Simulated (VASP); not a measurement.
Energy against volume of AuZn (CsCl type). Computed with PBE GGA, VASP's PBE PAW potentials (set 64) (plane waves; VASP). Run with 520 eV cut-off, 11×11×11 Γ-centred mesh, first-order Methfessel-Paxton smearing of 0.10 eV, potentials Zn Au.

| V (Å³/atom) | E (eV/atom) |
|---|---|
| 15.685 | -2.36836 |
| 16.170 | -2.37483 |
| 16.655 | -2.37052 |
| 17.140 | -2.35752 |

Fit these four points and predict the energy of the run at 15.200 Å³/atom.

A cubic in V^(−2/3), the third-order Birch-Murnaghan form, passes through the four points with V0 = 16.20 Å³/atom and B0 = 117 GPa, and gives -2.3485 eV/atom there. The run gave -2.3488 eV/atom, -0.2 meV/atom from the fit; all five points give B0 = 116 GPa.

The compound is AuZn in the CsCl type structure. It was relaxed first.
